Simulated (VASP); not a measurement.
Set up this calculation in VASP 6.6.1, as the native input.

| Item | Value |
| --- | --- |
| Task | relaxation of the atoms |
| Functional | BLYP |
| Potentials or basis | VASP PAW PBE potentials, release 64 (Ca_sv, F) |
| Cutoff | 520 eV |
| k mesh | 8 × 8 × 1 |
| Occupations | fermi-dirac, width 0.05 eV |
| Spin | no spin polarisation |
| Dipole correction | yes |
| Atoms held fixed (from 0) | [0] |
| Further INCAR settings | ALGO = Normal; EDIFF = 1e-06; IBRION = 2; EDIFFG = -0.005; NSW = 60 |

The structure of CaF lies in POSCAR:

```
CaF
1.0
    3.7249700000      0.0000000000      0.0000000000
   -1.8624800000      3.2259200000      0.0000000000
    0.0000000000      0.0000000000     25.5276600000
Ca F
1 1
Selective dynamics
Direct
    0.6666700000      0.3333300000      0.3107600000  F F F
    0.0000000000      0.0000000000      0.2768400000  T T T
```

The cell was built by a generator and needn't be a form met in nature.

These files were run (other wordings do the same):

INCAR

```
SYSTEM = CaF
AGGAC = 1.0
AGGAX = 1.0
ALDAC = 0.0
ALDAX = 1.0
ALGO = Normal
DIPOL = 0.5 0.5 0.294
EDIFF = 1E-6
EDIFFG = -0.005
ENCUT = 520
GGA = B5
IBRION = 2
IDIPOL = 3
ISIF = 2
ISMEAR = -1
LASPH = .TRUE.
LCHARG = .FALSE.
LDIPOL = .TRUE.
LREAL = .FALSE.
LWAVE = .FALSE.
NELM = 80
NSW = 60
PREC = Accurate
SIGMA = 0.05
```

KPOINTS

```
k-points
0
G
  8 8 1
  0 0 0
```

Potentials or basis: VASP PAW PBE potentials, release 64 (Ca_sv, F).

Run with:

```console
$ cat potpaw_PBE.64/Ca_sv/POTCAR potpaw_PBE.64/F/POTCAR > POTCAR
$ mpirun -np 1 vasp_std > vasp.out
```

Results of the run:

The energy gained by relaxing is 0.1 meV/atom. The ionic steps are 5. The band gap on the k mesh is none (metal or under the smearing width).

Caveat: an odd number of electrons without spin polarisation forces a metal; a magnetic or distorted state may lie lower.

Run time: 15 min on 1 thread of Intel(R) Xeon(R) Platinum 8488C (Sapphire Rapids), on a shared host, peak memory 0.45 GiB.
